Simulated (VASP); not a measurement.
An input for Quantum ESPRESSO's pw.x (written as the equivalent of a VASP run, and not itself run):

```
&CONTROL
  calculation = 'vc-relax'
  pseudo_dir = './pseudo'
  outdir = './out'
  tprnfor = .true.
  tstress = .true.
  nstep = 60
  forc_conv_thr = 0.00039
/
&SYSTEM
  ibrav = 0
  nat = 2
  ntyp = 2
  ecutwfc = 84
  occupations = 'smearing'
  smearing = 'methfessel-paxton'
  degauss = 0.00735
  input_dft = 'revpbe'
/
&ELECTRONS
  conv_thr = 7.3e-08
  electron_maxstep = 100
/
&IONS
/
&CELL
/
ATOMIC_SPECIES
  Nb 92.906 Nb.upf
  N 14.007 N.upf
CELL_PARAMETERS angstrom
     0.0000000    2.1950000    2.1950000
     2.1950000    0.0000000    2.1950000
     2.1950000    2.1950000    0.0000000
ATOMIC_POSITIONS crystal
  Nb   0.0000000  0.0000000  0.0000000
  N    0.5000000  0.5000000  0.5000000
K_POINTS automatic
  13 13 13 0 0 0
```

Question: Write the VASP files for the same calculation (revPBE).

Answer: Several could match; the one computed here: 
KPOINTS:
```
Automatic mesh
0
Gamma
13 13 13
0 0 0
```

**INCAR**
```
# general
SYSTEM   =  NbN
PREC     =  Accurate
ENCUT    =  520
LREAL    =  .False.
LASPH    =  .True.

# electronic loop
EDIFF    =  1E-6
NELM     =  100
ALGO     =  Normal
LMAXMIX  =  4

# smearing
ISMEAR   =  1
SIGMA    =  0.1

# functional
GGA      =  RE

# ions
IBRION   =  2
NSW      =  60
ISIF     =  3
EDIFFG   =  -0.01

# output
LWAVE    =  .False.
LCHARG   =  .False.
```

POSCAR:
```
NbN
1
    0.0000000000     2.1950000000     2.1950000000
    2.1950000000     0.0000000000     2.1950000000
    2.1950000000     2.1950000000     0.0000000000
Nb N
1 1
Direct
  0.0000000000   0.0000000000   0.0000000000
  0.5000000000   0.5000000000   0.5000000000
```

POTCAR, in this order: Nb_sv N (PBE.64 set). Program: vasp_std.

What does not carry over: the potentials are each code's own (VASP's PAW set, PseudoDojo norm-conserving files in pw.x), so ENCUT and ecutwfc are chosen apart and not converted; conv_thr bounds pw.x's estimated SCF error, while EDIFF bounds the energy change between steps; forc_conv_thr acts on force components and is met together with etot_conv_thr.

The compound is NbN in the rock salt structure, the cubic δ form, which competes with hexagonal ones. This run relaxes it. Symmetry was kept, so distortions that lower it aren't found.
